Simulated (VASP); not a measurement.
# Mg4Te3S (space group Pmm2): computed properties

Level of theory: r2SCAN meta-GGA, VASP's PBE PAW potentials (set 64) (plane waves; VASP 6.6.1).

For Mg4Te3S, the space group comes out as Pmm2 (25) and the cell is a = 4.4262 Å, b = 8.9093 Å, c = 6.1946 Å, α = β = γ = 90.00°. The volume per atom is 30.53 Å³/atom and the band gap (over mesh and band path) is 2.37 eV. The smallest direct gap (over mesh and band path) is 2.45 eV. The band-edge character comes out as indirect, Y to Γ and the density is 3.48 g/cm³.

```cif
data_Mg4STe3
_chemical_formula_sum 'Mg4 Te3 S1'
_space_group_name_H-M_alt 'Pmm2'
_space_group_IT_number 25
_space_group_name_Hall 'P 2 -2'
_cell_length_a 4.42616
_cell_length_b 8.90934
_cell_length_c 6.19456
_cell_angle_alpha 90.000
_cell_angle_beta 90.000
_cell_angle_gamma 90.000
loop_
_space_group_symop_operation_xyz
  'x, y, z'
  '-x, -y, z'
  '-x, y, z'
  'x, -y, z'
loop_
_atom_site_label
_atom_site_type_symbol
_atom_site_symmetry_multiplicity
_atom_site_Wyckoff_symbol
_atom_site_fract_x
_atom_site_fract_y
_atom_site_fract_z
_atom_site_occupancy
Mg1 Mg 2 g 0.00000 0.27410 0.98177 1
Mg2 Mg 1 c 0.50000 0.00000 0.48612 1
Mg3 Mg 1 d 0.50000 0.50000 0.54549 1
Te1 Te 2 h 0.50000 0.26383 0.25086 1
Te2 Te 1 a 0.00000 0.00000 0.75515 1
S1 S 1 b 0.00000 0.50000 0.74797 1
```

Unless said otherwise, spin-orbit coupling is left out, though it shifts the bands of the heavy elements here.

The structure comes from a computed database's Mg4Te3S entry (Pmm2); how it stands against other phases isn't given here. It was relaxed first. Symmetry was kept, so distortions that lower it aren't found.
